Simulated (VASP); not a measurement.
```
CELL_PARAMETERS angstrom
      4.15775     0.00000     0.00000
      0.00000     4.15775     0.00000
      0.00000     0.00000     4.15775
ATOMIC_POSITIONS crystal
  Cu 0.75000 0.25000 0.75000
  Cu 0.25000 0.75000 0.75000
  Cu 0.75000 0.75000 0.25000
  Cu 0.25000 0.25000 0.25000
  O  0.00000 0.00000 0.00000
  O  0.50000 0.50000 0.50000
```

Method: r2SCAN+rVV10, VASP's PBE PAW potentials (set 64) (plane waves; VASP). Numerical set-up: 520 eV cut-off, 5×5×5 Γ-centred mesh, Gaussian smearing of 0.050 eV, potentials Cu O.

Question: Give the stress tensor in GPa (positive for a compressed cell).

Answer: 
```
9.24  0.00  0.00
0.00  9.24  0.00
0.00  0.00  9.24
```
The pressure is its mean diagonal, 9.24 GPa.

The compound is Cu2O in the cuprite structure. This cell is one point of a volume scan, at 0.94 of the reference volume.
